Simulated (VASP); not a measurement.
Energy against volume of SrTiO$_{3}$ (cubic perovskite). Method: SCAN meta-GGA, VASP's PBE PAW potentials (set 64) (plane waves; VASP 6.6.1).

```csv
V (Å³/atom),E (eV/atom)
11.222,-14.87110
11.580,-14.89426
11.938,-14.90212
12.296,-14.89707
12.654,-14.88066
```

Problem. Fit a third-order Birch-Murnaghan equation of state.

Solution. 
```yaml
volume_per_atom: 11.97 Å³/atom
bulk_modulus: 192 GPa
pressure_derivative_of_the_bulk_modulus: 4.02
lattice_constant_a: 3.911 Å
```

Measured: a 3.890 Å at 0 K (computed value off by +0.5 %), as given by D. I. Bilc et al., Physical Review B (2008), arXiv:0805.0753 [cubic phase extrapolated to 0 K].

The compound is SrTiO3 in the cubic perovskite structure, the ideal cubic form; the compound distorts at low or room temperature. It was relaxed first.
